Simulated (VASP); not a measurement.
Given:

```
CELL_PARAMETERS angstrom
      1.87986    -3.25601     0.00000
      1.87986     3.25601     0.00000
      0.00000     0.00000     6.06087
ATOMIC_POSITIONS crystal
  Pt 0.00000 0.00000 0.00000
  Se 0.33333 0.66667 0.21486
  Se 0.66667 0.33333 0.78514
```

Level of theory: PBE GGA, VASP's PBE PAW potentials (set 64) (plane waves; VASP). Numerical set-up: 400 eV cut-off, Gaussian smearing of 0.050 eV, potentials Pt Se.

Without a dispersion term in the relaxation, distances and binding between the weakly bound layers, chains or molecules are unreliable, and so is what depends on them. Unless said otherwise, spin-orbit coupling is left out, though it shifts the bands of the heavy elements here.

**Question.** Give the energies of bands 3 to 14 at the high-symmetry points, in eV from the valence-band maximum.

**Answer.** 
```csv
band,Γ,M,K,A,L,H
3,-5.75,-6.42,-5.73,-5.50,-6.50,-5.61
4,-5.51,-5.02,-5.22,-5.50,-5.05,-5.29
5,-5.51,-4.36,-5.22,-5.15,-4.36,-5.29
6,-3.26,-3.97,-3.89,-3.26,-4.28,-3.83
7,-3.26,-2.76,-3.89,-3.26,-2.77,-3.83
8,-1.88,-2.71,-2.97,-1.78,-2.76,-2.95
9,-0.49,-2.38,-2.47,-1.44,-2.46,-2.82
10,-0.49,-2.36,-1.34,-0.57,-2.26,-1.59
11,-0.12,-2.25,-1.34,-0.57,-1.42,-1.59
12,2.34,1.59,0.92,2.50,1.92,1.71
13,2.34,2.35,0.92,2.50,2.03,1.71
14,4.08,4.58,4.96,5.10,4.25,6.24
```

The gap is indirect, 0.78 eV, from the valence maximum at K-Γ at 0.78 to the conduction minimum at K-Γ at 0.22.

The compound is PtSe2 in the 1T layered structure. It was relaxed first, which changed the volume by +21 %.
